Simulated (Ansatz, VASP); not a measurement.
# Cross-check of TiB2 between VASP and Ansatz

Aim: how closely do two programs agree when they are given the same cell, functional and k mesh? The structure shown is the end of the Ansatz relaxation below.

Calculated with Ansatz 0.2.0; plane waves, with VASP 6.6.1 beside it; single point at PBEsol.

### 1. The starting structure

Symmetry: P6/mmm, No. 191, hexagonal system. The conventional cell has a = 2.982 Å, b = 2.982 Å, c = 3.130 Å, α = 90.00°, β = 90.00°, γ = 120.00°. B has 3 B at 1.72 Å and 6 Ti at 2.33 Å nearest. Ti has 12 B at 2.33 Å nearest. Farther neighbours are not listed.

### 2. Ansatz: relaxation, PBEsol

Ansatz runs on its PAW soft_1 files.

This run makes the geometry at which the two programs are then compared.

The input, input.yaml:

```yaml
crystal:
  lattice:
    - [2.9792304876, 0.0, 0.0]
    - [-1.4896152438, 2.580089286, 0.0]
    - [0.0, 0.0, 3.1357690962]
  atoms:
    - { symbol: B, position: [0.3333333333, 0.6666666667, 0.5] }
    - { symbol: B, position: [0.6666666667, 0.3333333333, 0.5] }
    - { symbol: Ti, position: [0.0, 0.0, 0.0] }
kpoints:
  mp_grid: { grid: [15, 15, 16] }
hamiltonian:
  xc: pbesol
  pseudopotentials: { kind: paw, azcp: { folder: soft_1 }, xc_functional: pbe }
scf:
  occupations: { method: methfessel_paxton, width: 0.2 }
output:
  forces: true
  stress: true
  eigenvalues: true
relax:
  adjacent_minimum: "off"
  f_tol: 0.001
  max_steps: 60
  cell: { stress_tol: 0.01, fix: [volume] }
```

Command:

```
> ansatz run input.yaml --threads 4 --pin off --max-ram 10240MiB --backend cpu --events-out ev --progress --plain --runs-dir out
```

Numbers of over 12 decimals in the logs are rounded to 6 here.

The log of the run:

```text
Engine: ansatz 0.2.0, x86_64-unknown-linux-gnu
Pseudopotentials: kind: paw
Pseudopotential: B, paw, valence charge 3, recommended cutoff 420 eV (normal), soft_1/B.paw.azcp
Pseudopotential: Ti, paw, valence charge 12, recommended cutoff 420 eV (normal), soft_1/Ti.paw.azcp
Functional definition: PBEsol
  exchange = pbesol_x
  correlation = pbesol_c
Crystal: 3 atoms, lattice volume = 24.104 Å³
Basis set: ecut = 420 eV, 455 PW (Γ), exchange–correlation on 40×40×48 points (8 copies of the dense FFT grid, shifted against one another)
Bands: 13, of which v1, the nominal top of the filled ones, is band 9 counted from 1 (8 counted from 0)
Symmetry: 24 space group operations
Space group: P6/mmm (ITA 191), of the structure as read, at distance tolerance 2.9e-5 Å
k-points: 243 of 3600
Non-local potential: B, projectors of the file, l = 0: 2, l = 1: 2, l = 2: 1
Non-local potential: Ti, projectors of the file, l = 0: 3, l = 1: 2, l = 2: 3, l = 3: 1
PAW form: soft (Blöchl's): semilocal exchange-correlation on the pseudo side does not see the compensation charge
PAW frozen core: B, regenerated for the run's functional, and the local potential with it (the file was generated under x = pbe(κ = 0.804, μ = 0.219515), c = pbe(β = 0.066725))
PAW frozen core: Ti, regenerated for the run's functional, and the local potential with it (the file was generated under x = pbe(κ = 0.804, μ = 0.219515), c = pbe(β = 0.066725))
PAW one-centre angular grid: B, 110 points (default); XC on 64 Gauss nodes
PAW one-centre angular grid: Ti, 590 points (default); XC on 64 Gauss nodes
Initial density: superposition of atomic densities (chi_scale 0.1, normalization cell, long waves kept (reshape's long-wave potential 0.00 eV rms))
Initial wavefunctions: pseudopotential atomic-orbital guess
Functional: x = pbesol(κ = 0.804, μ = 0.123457), c = pbesol(β = 0.046)
SCF iter   1: F=—  HF=-2783.824735 eV  |F-HF|=—  |Δ(HF+E_count)|=         —  Δρ=1.12e-1  dr2=4.72e0  ethr=3.10e-3  ⟨swp⟩=4.5  Hψ=15035  notcnv=0
preconditioner: auto → none  [metal: Δε(μ)=0.018 eV  Ē_g=9.889 eV  σ=0.200 eV  W_gap=0.08  n_scr=8 (ndim 8)  ℏωp=23.9 eV  f_vac=0.000  D(μ)=0.38/eV (n_scr^D=0)  sad-step TF]
SCF iter   2: F=—  HF=-2783.179377 eV  |F-HF|=—  |Δ(HF+E_count)|=   6.45e-1  S|Δr|=    0.00e0  Δρ=7.54e-2  dr2=2.28e0  ethr=3.10e-3  ⟨swp⟩=2.0  Hψ=6037  notcnv=0
SCF iter   3: F=—  HF=-2782.595467 eV  |F-HF|=—  |Δ(HF+E_count)|=   5.84e-1  S|Δr|=    0.00e0  Δρ=9.16e-3  dr2=2.30e-2  ethr=3.10e-3  ⟨swp⟩=3.3  Hψ=6544  notcnv=0
SCF iter   4: F=—  HF=-2782.593558 eV  |F-HF|=—  |Δ(HF+E_count)|=   1.91e-3  S|Δr|=    0.00e0  Δρ=1.06e-3  dr2=2.55e-4  ethr=1.28e-4  ⟨swp⟩=2.0  Hψ=5745  notcnv=0
SCF iter   5: F=—  HF=-2782.593592 eV  |F-HF|=—  |Δ(HF+E_count)|=   3.48e-5  S|Δr|=    0.00e0  Δρ=3.19e-4  dr2=3.79e-5  ethr=1.42e-6  ⟨swp⟩=2.0  Hψ=4384  notcnv=0
SCF iter   6: F=—  HF=-2782.593600 eV  |F-HF|=—  |Δ(HF+E_count)|=   7.99e-6  S|Δr|=    0.00e0  Δρ=8.33e-5  dr2=1.98e-6  ethr=2.11e-7  ⟨swp⟩=2.4  Hψ=4683  notcnv=0
SCF iter   7: F=-2782.593600 eV  HF=-2782.593600 eV  |F-HF|=5.75e-9  |Δ(HF+E_count)|=   4.56e-7  S|Δr|=    0.00e0  Δρ=5.07e-6  dr2=6.85e-9  ethr=5.56e-10  ⟨swp⟩=2.9  Hψ=11843  notcnv=0
SCF 1 converged in 7 iterations: F = -2782.593600 eV  dr2 = 6.85e-9
  greatest PAW one-centre occupation: 0.998 electrons in one spin orbital (limit 2), on the Ti atom at site 2 (counted from 0), in its partial waves of l = 0
relax step   1: F+E_penalty+E_count = -2782.59360000 eV  Δ(F+E_penalty+E_count) = +0.000e0 eV  max|allowed force component| = 7.401e-17 eV/Å  Δτ_max = 0.0000 Å  P = +11.744 GPa  Ω = 24.104 Å³  fix = [volume]  reactions: volume +11.744 GPa  (7 SCF iters, dr2 threshold 1.00e-7 eV, accepted)
[...]
relax step   2: F+E_penalty+E_count = -2782.59374585 eV  Δ(F+E_penalty+E_count) = -1.459e-4 eV  max|allowed force component| = 2.961e-16 eV/Å  Δτ_max = 0.0000 Å  P = +11.649 GPa  Ω = 24.104 Å³  energy of the carried Pulay correction = -1.264e-6 eV  fix = [volume]  reactions: volume +11.649 GPa  (3 SCF iters, dr2 threshold 3.00e-7 eV, accepted)
[...]
relax step   3: F+E_penalty+E_count = -2782.59374969 eV  Δ(F+E_penalty+E_count) = -3.843e-6 eV  max|allowed force component| = 3.084e-16 eV/Å  Δτ_max = 0.0000 Å  P = +11.649 GPa  Ω = 24.104 Å³  fix = [volume]  reactions: volume +11.649 GPa  stress off target by 4.37e-3 GPa on what of the cell is left free  SCF on the basis re-selected at this cell (its energy is not comparable with the rows above)  (5 SCF iters)
basis re-selected at this cell: Δ(F+E_penalty+E_count) = -3.843e-6 eV, ΔP = -0.001 GPa vs the last step (what re-selecting the basis moved, of the pressure what is left beyond the Pulay correction that the steps carried, after the strain that the cell walked since its last selection, with what the two solves' SCF thresholds leave and, on support functions, any second-order correction that the steps lacked; it is no m [...]
SCF converged after 5 iterations
Stability not checked: this state was not tested for a lower state beside it, because cold or Methfessel-Paxton smearing, or corrected tetrahedra, fill the levels in a way that the test cannot read (fill_not_monotonic; see scf.lower_state_search)
Free energy (F): -2782.593750 eV
Harris-Foulkes:  -2782.593750 eV  (|F-HF|=9.09e-13)
Internal energy: -2782.593800 eV  (E = F + TS)
E sigma→0 (E₀):  -2782.593762 eV
Entropy (-TS):   0.000051 eV (0.017 meV/atom)
Fermi energy:    16.065104 eV
--- Per-component energies (eV) ---
  E_band       = -76.878928
  E_kinetic    = 388.182936
  E_local      = -805.065686  (includes V_loc(G=0)·N_el)
  E_nonlocal   = 77.606849
  E_hartree    = 334.644000
  E_xc         = -184.971326
  E_vxc        = -227.955764  (∫ρ·V_xc dr)
  E_paw        = -1167.644007  (= ΣΔE_a)
  E_vpaw       = -178.935204  (= ΣTr[D̂ρ^β])
  E_aug_tail   = -0.000061  (compensation charges beyond the density's cutoff)
  E_ewald      = -1425.515312
  E_core_change = 0.168806  (= ΣΔE_core)
  E_smearing   = 0.000051  (= −TS)
  E_closure    = -0.000000  (closes the sum)
  Σ components = -2782.593750   (vs F -2782.593750, Δ=0.00e0)
--- Forces (eV/Å), atoms counted from 1 ---
  atom   1  B      0.00000000     0.00000000    -0.00000000
  atom   2  B     -0.00000000    -0.00000000     0.00000000
  atom   3  Ti    -0.00000000    -0.00000000     0.00000000
  max |Σ_I F_I| component: 1.85e-17 eV/Å
--- Stress (GPa, compression-positive) ---
       11.646351       0.000000      -0.000000
       -0.000000      11.646351       0.000000
       -0.000000       0.000000      11.652910
  P = ⅓ Tr σ = 11.6485 GPa (116.485 kbar)
--- Band table (eV; the first three rows and the last of 243) ---
  k-point 0: bands = [... 5 lower, 13.1938, 13.1938, 13.7662, 13.8920, 18.1380, 18.1380, 20.1218, 20.1218]
  k-point 1: bands = [... 5 lower, 13.0123, 13.2388, 13.2388, 14.5934, 17.9687, 17.9687, 20.0177, 20.0177]
  k-point 2: bands = [... 5 lower, 12.1584, 13.3732, 13.3732, 15.3018, 17.5654, 17.5654, 19.7190, 19.7190]
  k-point 242: bands = [... 5 lower, 7.2328, 10.2246, 12.7391, 12.7391, 18.8758, 20.8295, 20.8295, 20.9642]
--- Relaxed structure (2 steps of the walk, 2 accepted, 1 SCFs on fresh bases) ---
  F+E_penalty+E_count = -2782.59374969 eV   max|allowed force component| = 3.084e-16 eV/Å   (the final SCF, on the basis selected at the relaxed cell)
  cell:  # Å, volume = 24.1037 Å³
    - [2.981778, 0, 0.0]
    - [-1.490889, 2.582295, 0]
    - [0.0, 0, 3.130414]
  atoms:
    - { symbol: B, position: [0.333333, 0.666667, 0.5] }
    - { symbol: B, position: [0.666667, 0.333333, 0.5] }
    - { symbol: Ti, position: [0, 0, 0] }
```

Reading the cycles: dr2 is the Hartree energy of the density residual (eV), the measure of convergence; HF is the Harris–Foulkes estimate of the energy, which meets the free energy F at convergence.

### 3. VASP: single point, PBEsol, pair 1

The same cell, functional, mesh and smearing now go to VASP, with its own data sets.

Lines of VASP's logs that name or quote its potential files are left out, and so is its time.

The input, INCAR:

```
SYSTEM = TiB2
PREC = Accurate
ENCUT = 500
EDIFF = 1E-06
NELM = 120
ISMEAR = 1
SIGMA = 0.2
LREAL = .FALSE.
ALGO = Normal
GGA = PS
NBANDS = 15
LASPH = .TRUE.
LORBIT = 11
LWAVE = .FALSE.
LCHARG = .FALSE.
ISIF = 2
GGA_COMPAT = .FALSE.
KPAR = 2
```

The input, POSCAR:

```
TiB2
1.0
    2.9817777613      0.0000000000      0.0000000000
   -1.4908888807      2.5822952898      0.0000000000
    0.0000000000      0.0000000000      3.1304137337
B Ti
2 1
Direct
    0.3333333333      0.6666666667      0.5000000000
    0.6666666667      0.3333333333      0.5000000000
    0.0000000000      0.0000000000      0.0000000000
```

The input, KPOINTS:

```
Automatic mesh
0
Gamma
15 15 16
0 0 0
```

The projector-augmented-wave data sets are B and Ti_sv (PBE family, release 64).

Command:

```
> mpirun -np 2 vasp_std
```

The log of the run:

```text
[banner, memory and clock lines left out]
running    2 mpi-ranks, on    1 nodes
 distrk:  each k-point on    1 cores,    2 groups
 distr:  one band on    1 cores,    1 groups

 POSCAR found type information on POSCAR B Ti
 POSCAR found :  2 types and       3 ions
|                                                                             |
|               ----> ADVICE to this user running VASP <----                  |
|                                                                             |
|     You enforced a specific xc type in the INCAR file but a different       |
|     [... a line on the potential file left out ...]
|     I HOPE YOU KNOW WHAT YOU ARE DOING!                                     |
|                                                                             |

 LDA part: xc-table for (Slater+PW92), standard interpolation
 POSCAR, INCAR and KPOINTS ok, starting setup
 FFT: planning ... GRIDC
 FFT: planning ... GRID_SOFT
 FFT: planning ... GRID
 WAVECAR not read
 entering main loop
       N       E                     dE             d eps       ncg     rms          rms(c)
DAV:   1     0.122134215324E+03    0.12213E+03   -0.89019E+03  7297   0.135E+03
DAV:   2    -0.232928364239E+02   -0.14543E+03   -0.14078E+03  7724   0.357E+02
DAV:   3    -0.306279517097E+02   -0.73351E+01   -0.72377E+01 10327   0.784E+01
DAV:   4    -0.308293621128E+02   -0.20141E+00   -0.20124E+00  9136   0.115E+01
DAV:   5    -0.308347699103E+02   -0.54078E-02   -0.54076E-02 10633   0.157E+00    0.187E+01
DAV:   6    -0.257234356256E+02    0.51113E+01   -0.19879E+01 10142   0.533E+01    0.418E+00
DAV:   7    -0.257479476790E+02   -0.24512E-01   -0.10658E+00  7710   0.116E+01    0.382E+00
DAV:   8    -0.257538883623E+02   -0.59407E-02   -0.82327E-02 11707   0.240E+00    0.668E-01
DAV:   9    -0.257535011567E+02    0.38721E-03   -0.20719E-02  8908   0.197E+00    0.175E-01
DAV:  10    -0.257534808573E+02    0.20299E-04   -0.35510E-03  9070   0.814E-01    0.159E-01
DAV:  11    -0.257532926978E+02    0.18816E-03   -0.36168E-04  9285   0.219E-01    0.641E-02
DAV:  12    -0.257532797159E+02    0.12982E-04   -0.56858E-05 10101   0.870E-02    0.183E-02
DAV:  13    -0.257532796913E+02    0.24549E-07   -0.48043E-06  8200   0.216E-02
   1 F= -.25753280E+02 E0= -.25753296E+02  d E =0.476142E-04
```

OUTCAR, selected parts (step 3):

```text
ion  position               nearest neighbor table
   1  0.333  0.667  0.500-   2 1.72   2 1.72   2 1.72   3 2.33   3 2.33   3 2.33   3 2.33   3 2.33
                             3 2.33
   2  0.667  0.333  0.500-   1 1.72   1 1.72   1 1.72   3 2.33   3 2.33   3 2.33   3 2.33   3 2.33
                             3 2.33
   3  0.000  0.000  0.000-   1 2.33   2 2.33   1 2.33   2 2.33   2 2.33   2 2.33   1 2.33   1 2.33
                             2 2.33   2 2.33   1 2.33   1 2.33

  LATTYP: Found a hexagonal cell.
 ALAT       =     2.9817777613
 C/A-ratio  =     1.0498481055

 Subroutine GETGRP returns: Found 24 space group operations
 (whereof 24 operations were pure point group operations)

The static configuration has the point symmetry D_6h.

 Found    243 irreducible k-points:

   k-points           NKPTS =    243   k-points in BZ     NKDIM =    243   number of bands    NBANDS=     15

   dimension x,y,z NGX =    24 NGY =   24 NGZ =   24
   dimension x,y,z NGXF=    48 NGYF=   48 NGZF=   48

   ENCUT  =  500.0 eV  36.75 Ry    6.06 a.u.   5.44  5.44  5.71*2*pi/ulx,y,z

   NELECT =      18.0000    total number of electrons

 k-points in reciprocal lattice and weights: Automatic mesh
   0.00000000  0.00000000  0.00000000       0.000
   0.06666667  0.00000000  0.00000000       0.002
   0.13333333  0.00000000  0.00000000       0.002
   0.20000000  0.00000000  0.00000000       0.002
   0.26666667  0.00000000  0.00000000       0.002
   0.33333333  0.00000000  0.00000000       0.002
   0.40000000 -0.00000000  0.00000000       0.002
   0.46666667  0.00000000  0.00000000       0.002
   0.06666667  0.06666667  0.00000000       0.002
[...]
0.33333333  0.26666667  0.50000000       0.003
   0.33333333  0.33333333  0.50000000       0.001

 average (electrostatic) potential at core
       1 -21.6538       2 -21.6538       3 -69.8198

 E-fermi :  10.6298

 k-point     1 :       0.0000    0.0000    0.0000
  band No.  band energies     occupation
    ...
      5      -3.1844      2.00000
      6       7.7690      2.00000
      7       7.7690      2.00000
      8       8.3350      2.00000
      9       8.4621      2.00000
     10      12.6940     -0.00000
     11      12.6940     -0.00000
     12      14.6876      0.00000
     13      14.6876      0.00000
     14      16.5307      0.00000
    ...

 k-point     2 :       0.0667    0.0000    0.0000
  band No.  band energies     occupation
    ...
      5      -3.0947      2.00000
      6       7.5227      2.00000
      7       7.7605      2.00000
      8       8.3722      2.00000
      9       8.3782      2.00000
     10      12.6662     -0.00000
     11      12.8656     -0.00000
     12      14.2570     -0.00000
     13      14.3167     -0.00000
     14      16.9786      0.00000
    ...

 k-point     3 :       0.1333    0.0000    0.0000
  band No.  band energies     occupation
    ...
      5      -2.8297      2.00000
      6       6.8557      2.00000
      7       7.7273      2.00000
      8       8.1521      2.00000
      9       8.4911      2.00000
     10      12.5885     -0.00000
     11      13.3106     -0.00000
     12      13.5574     -0.00000
     13      13.7842     -0.00000
     14      17.6632      0.00000
    ...

  Total        1.8289172      1.8289172      1.8044261     -0.0000000     -0.0000000      0.0000000
  in kB      121.5686835    121.5686835    119.9407505     -0.0000000     -0.0000000      0.0000000
  external PRESSURE =     121.0260392 kB  Pullay stress =       0.0000000 kB

  energy-cutoff  :      500.00
  volume of cell :       24.10
      direct lattice vectors                 reciprocal lattice vectors
     2.981777761  0.000000000  0.000000000     0.335370400  0.193626191  0.000000000
    -1.490888881  2.582295290  0.000000000     0.000000000  0.387252381  0.000000000
     0.000000000  0.000000000  3.130413734     0.000000000  0.000000000  0.319446592

 POSITION                                       TOTAL-FORCE (eV/Angst)
 -----------------------------------------------------------------------------------
     -0.00000      1.72153      1.56521         0.000000     -0.000000      0.000000
      1.49089      0.86077      1.56521        -0.000000      0.000000      0.000000
      0.00000      0.00000      0.00000         0.000000      0.000000      0.000000
 -----------------------------------------------------------------------------------
    total drift:                               -0.000000      0.000000      0.000000

  FREE ENERGIE OF THE ION-ELECTRON SYSTEM (eV)
  ---------------------------------------------------
  free  energy   TOTEN  =       -25.7532796913 eV

  energy  without entropy=      -25.7533273055  energy(sigma->0) =      -25.75329556

 total charge
# of ion       s       p       d       tot
------------------------------------------
    1        0.699   1.376   0.000   2.076
    2        0.699   1.376   0.000   2.076
    3        2.192   6.246   2.120  10.557
--------------------------------------------------
tot          3.590   8.998   2.120  14.708

[... 3 further parts left out ...]
```

The run ends at a pressure of 12.10 GPa.

### 4. Comparison

Known differences besides the potentials themselves: the cutoff is 420 eV in Ansatz and 500 eV in VASP; Ansatz makes its cores anew for this functional, VASP keeps those of its PBE data sets; Ansatz's pressure holds a Pulay correction, VASP's none. Total energies have different zeros and are not compared.

Compared:

```
      quantity  Ansatz   VASP  difference
pressure (GPa)   11.65  12.10       -0.45
```

### 5. Ansatz: relaxation, PBEsol

This run makes the geometry at which the two programs are then compared. The cell compared in this pair holds 22.60 Å³, against 24.10 Å³ for the pair before.

The structure compared here is the end of the Ansatz relaxation.

input.yaml, as its differences from that of step 2:

```diff
@@ -2,5 +2,5 @@
   lattice:
-    - [2.9792304876, 0.0, 0.0]
-    - [-1.4896152438, 2.580089286, 0.0]
-    - [0.0, 0.0, 3.1357690962]
+    - [2.9232140087, 0.0, 0.0]
+    - [-1.4616070044, 2.5315775922, 0.0]
+    - [0.0, 0.0, 3.0535310244]
   atoms:
```

Command:

```
> ansatz run input.yaml --threads 4 --pin off --max-ram 10240MiB --backend cpu --events-out ev --progress --plain --runs-dir out
```

The log of the run:

```text
[...]
Crystal: 3 atoms, lattice volume = 22.597 Å³
Basis set: ecut = 420 eV, 407 PW (Γ), exchange–correlation on 40×40×48 points (8 copies of the dense FFT grid, shifted against one another)
Bands: 13, of which v1, the nominal top of the filled ones, is band 9 counted from 1 (8 counted from 0)
Symmetry: 24 space group operations
[...]
k-points: 243 of 3600
[...]
--- Relaxed structure (3 steps of the walk, 3 accepted, 1 SCFs on fresh bases) ---
[...]
cell:  # Å, volume = 22.5972 Å³
    - [2.925654, 2.8891729882463635e-11, 0.0]
    - [-1.462827, 2.533691, 0.0]
    - [0.0, 0.0, 3.048440]
  atoms:
    - { symbol: B, position: [0.333333, 0.666667, 0.5] }
    - { symbol: B, position: [0.666667, 0.333333, 0.5] }
    - { symbol: Ti, position: [0, 0, 0.0] }
[key lines of the parts left out:]
SCF converged after 4 iterations
Free energy (F): -2782.384060 eV
Fermi energy:    17.173500 eV
P = ⅓ Tr σ = 34.0673 GPa (340.673 kbar)
```

[end of part 1 of 2]

[Lines on the potential files, build, host, timing and source positions are cut from VASP's logs without a mark.]

[Logs are printed without paths, hosts, clocks, repeated set-up lines and the standing remarks that a program may print on its own settings, such as how far it seeks lower states.]

[Hosts, paths, dates, database ids (printed as entryN), source tags and the programs' standing remarks are cut or masked in the printed files.]
